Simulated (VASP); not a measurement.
All values below come from LDA (Ceperley-Alder, Perdew-Zunger) with spin-orbit coupling, VASP's LDA PAW potentials (set 64) (plane waves; VASP).

VASP ran on this input.

INCAR:
```
ALGO = Normal
EDIFF = 1E-6
ENCUT = 400
GGA_COMPAT = .FALSE.
ISIF = 2
ISMEAR = -1
LASPH = .TRUE.
LCHARG = .FALSE.
LMAXMIX = 6
LNONCOLLINEAR = .TRUE.
LORBIT = 11
LREAL = .FALSE.
LSORBIT = .TRUE.
LWAVE = .FALSE.
MAGMOM = 18*0.0
NELM = 100
PREC = Accurate
SIGMA = 0.1
SYSTEM = LaAl2BRu2
```

KPOINTS:
```
K-points
0
G
 4 4 3
```

### POSCAR
```
LaAl2BRu2
1
    4.2105000000     0.0000000000     0.0000000000
    0.0000000000     4.2105000000     0.0000000000
    0.0000000000     0.0000000000     5.6613000000
La B Al Ru
1 1 2 2
Direct
  0.0000000000   0.0000000000   0.5000000000
  0.0000000000   0.0000000000   0.0000000000
  0.5000000000   0.5000000000   0.2537000000
  0.5000000000   0.5000000000   0.7463000000
  0.0000000000   0.5000000000   0.0000000000
  0.5000000000   0.0000000000   0.0000000000
```

POTCAR, in this order: La B Al Ru_pv (LDA.64 set). Program: vasp_ncl.

The resulting files:

File OSZICAR:
```
       N       E                     dE             d eps       ncg     rms          rms(c)
DAV:   1     0.564353396026E+03    0.56435E+03   -0.18785E+04  1608   0.189E+03
DAV:   2     0.533598742407E+02   -0.51099E+03   -0.48715E+03  1456   0.489E+02
DAV:   3    -0.321155515026E+02   -0.85475E+02   -0.82330E+02  1880   0.189E+02
DAV:   4    -0.477936044117E+02   -0.15678E+02   -0.14749E+02  2424   0.738E+01
DAV:   5    -0.496751263883E+02   -0.18815E+01   -0.17249E+01  2480   0.225E+01    0.231E+01
DAV:   6    -0.483636982740E+02    0.13114E+01   -0.38127E+01  1888   0.368E+01    0.777E+00
DAV:   7    -0.471075144896E+02    0.12562E+01   -0.12253E+01  2160   0.273E+01    0.507E+00
DAV:   8    -0.470819047178E+02    0.25610E-01   -0.10392E+00  2288   0.761E+00    0.225E+00
DAV:   9    -0.470503218081E+02    0.31583E-01   -0.22238E-01  2176   0.341E+00    0.726E-01
DAV:  10    -0.470477872829E+02    0.25345E-02   -0.12274E-02  2384   0.941E-01    0.333E-01
DAV:  11    -0.470471034378E+02    0.68385E-03   -0.56856E-03  2104   0.443E-01    0.123E-01
DAV:  12    -0.470470664976E+02    0.36940E-04   -0.11717E-03  2464   0.225E-01    0.343E-02
DAV:  13    -0.470470547487E+02    0.11749E-04   -0.93618E-05  2056   0.708E-02    0.187E-02
DAV:  14    -0.470470558638E+02   -0.11151E-05   -0.23186E-05  2192   0.269E-02    0.642E-03
DAV:  15    -0.470470557296E+02    0.13419E-06   -0.16076E-06  1376   0.125E-02
   1 F= -.47047056E+02 E0= -.47010169E+02  d E =-.737739E-01  mag=     0.0000    -0.0000    -0.0000
```

### OUTCAR
```
------------------------ aborting loop because EDIFF is reached ----------------------------------------
  FORCE on cell =-STRESS in cart. coord.  units (eV):
  Direction    XX          YY          ZZ          XY          YZ          ZX
  --------------------------------------------------------------------------------------
  Total       -3.9387868     -3.9387868     -2.9287913      0.0000000      0.0000000      0.0000000
  in kB      -62.8766714    -62.8766714    -46.7536469      0.0000000      0.0000000      0.0000000
  external PRESSURE =     -57.5023299 kB  Pullay stress =       0.0000000 kB
  volume of cell :      100.37
      direct lattice vectors                 reciprocal lattice vectors
     4.210500000  0.000000000  0.000000000     0.237501484  0.000000000  0.000000000
     0.000000000  4.210500000  0.000000000     0.000000000  0.237501484  0.000000000
     0.000000000  0.000000000  5.661300000     0.000000000  0.000000000  0.176637875
 POSITION                                       TOTAL-FORCE (eV/Angst)
 -----------------------------------------------------------------------------------
      0.00000      0.00000      2.83065         0.000000      0.000000      0.000000
      0.00000      0.00000      0.00000         0.000000      0.000000      0.000000
      2.10525      2.10525      1.43627         0.000000     -0.000000     -0.105993
      2.10525      2.10525      4.22503         0.000000      0.000000      0.105993
      0.00000      2.10525      0.00000         0.000000      0.000000      0.000000
      2.10525      0.00000      0.00000         0.000000      0.000000      0.000000
 -----------------------------------------------------------------------------------
    total drift:                                0.000000     -0.000000     -0.000000
  FREE ENERGIE OF THE ION-ELECTRON SYSTEM (eV)
  ---------------------------------------------------
  free  energy   TOTEN  =       -47.0470557296 eV

  energy  without entropy=      -46.9732817941  energy(sigma->0) =      -47.01016876

 total charge

# of ion       s       p       d       f       tot
--------------------------------------------------
    1        2.037   5.638   0.749   0.142   8.566
    2        0.759   1.064   0.000   0.000   1.823
    3        0.442   0.400   0.000   0.000   0.841
    4        0.442   0.400   0.000   0.000   0.841
    5        0.362   6.302   6.152   0.000  12.816
    6        0.362   6.302   6.152   0.000  12.816
--------------------------------------------------
tot          4.402  20.106  13.053   0.142  37.703

 magnetization (x)

# of ion       s       p       d       f       tot
--------------------------------------------------
    1       -0.000  -0.000   0.000   0.000  -0.000
    2        0.000   0.000   0.000   0.000   0.000
    3        0.000   0.000   0.000   0.000   0.000
    4        0.000  -0.000   0.000   0.000  -0.000
    5        0.000  -0.000  -0.000   0.000  -0.000
    6        0.000   0.000   0.000   0.000   0.000
--------------------------------------------------
tot         -0.000   0.000   0.000   0.000  -0.000

 magnetization (y)

# of ion       s       p       d       f       tot
--------------------------------------------------
    1        0.000   0.000  -0.000  -0.000   0.000
    2        0.000   0.000   0.000   0.000   0.000
    3        0.000   0.000   0.000   0.000   0.000
    4        0.000   0.000   0.000   0.000   0.000
    5        0.000   0.000   0.000   0.000   0.000
    6       -0.000  -0.000   0.000   0.000  -0.000
--------------------------------------------------
tot          0.000   0.000  -0.000  -0.000   0.000

 magnetization (z)

# of ion       s       p       d       f       tot
--------------------------------------------------
    1        0.000   0.000  -0.000  -0.000  -0.000
    2        0.000  -0.000   0.000   0.000   0.000
    3       -0.000   0.000   0.000   0.000  -0.000
    4       -0.000   0.000   0.000   0.000  -0.000
    5        0.000  -0.000   0.000   0.000   0.000
    6       -0.000  -0.000  -0.000   0.000  -0.000
--------------------------------------------------
tot         -0.000  -0.000  -0.000  -0.000  -0.000

 Ion:    1  E_soc:     -0.6164708

 Ion:    2  E_soc:     -0.0000343

 Ion:    3  E_soc:     -0.0002985

 Ion:    4  E_soc:     -0.0002985

 Ion:    5  E_soc:     -0.2664064

 Ion:    6  E_soc:     -0.2664064
```
(Selected blocks of OUTCAR.)

At this cut-off the stress carries a Pulay error, which pulls relaxed volumes low.

The structure comes from a measured LaAl2BRu2 entry of the Crystallography Open Database, whose conditions weren't checked. The cell was not relaxed at this level. The k-mesh is coarse (spacing up to 0.37 per Å, 2π included), so the numbers may not be converged in it. The run is one of a series of settings (GGA_COMPAT = .FALSE., LNONCOLLINEAR = .TRUE., LSORBIT = .TRUE., MAGMOM = 0.0 0.0 0.0 0.0 0.0 0.0 0.0 0.0 0.0 0.0 0.0 0.0 0.0 0.0 0.0 0.0 0.0 0.0, program vasp_ncl against the base run), some of them coarse on purpose.
